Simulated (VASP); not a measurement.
Data:

```xyz
2
Lattice="0.0000 2.8304 2.8304 2.8304 0.0000 2.8304 2.8304 2.8304 0.0000" Properties=species:S:1:pos:R:3 pbc="T T T"
Zn     5.6608     5.6608     5.6608
Se     1.4152     1.4152     1.4152
```

These are PBE GGA with D3 dispersion (Becke-Johnson damping), VASP's PBE PAW potentials (set 64) (plane waves; VASP) values and carry that method's errors. Run with 520 eV cut-off, Gaussian smearing of 0.050 eV, potentials Zn Se.

**Question.** Give the energies of bands 2 to 12 at the high-symmetry points, in eV from the valence-band maximum.

**Answer.** 
```
band      Γ      X      U      L      W
----  -----  -----  -----  -----  -----
2     -6.56  -6.53  -6.47  -6.47  -6.44
3     -6.56  -6.30  -6.35  -6.47  -6.35
4     -6.56  -6.30  -6.26  -6.17  -6.22
5     -6.19  -6.14  -6.16  -6.17  -6.22
6     -6.19  -6.00  -5.92  -6.03  -5.88
7      0.00  -4.77  -4.73  -5.25  -4.70
8      0.00  -2.20  -3.10  -0.87  -2.78
9      0.00  -2.20  -1.80  -0.87  -2.68
10     1.30   2.98   3.58   2.55   5.48
11     5.80   3.46   5.61   6.38   5.57
12     5.80  10.77   9.06   6.38   6.97
```

The gap is direct, 1.31 eV, from the valence maximum at Γ to the conduction minimum at Γ.

Measured: gap 2.87 eV (computed value off by -1.56 eV), as given by Wei Chen et al., Physical Review Materials (2018), doi:10.1103/physrevmaterials.2.073803 [zero-point renormalisation of 0.05 eV added back (the table's ZPR column)].

The compound is ZnSe in the zinc blende structure. It was relaxed first.
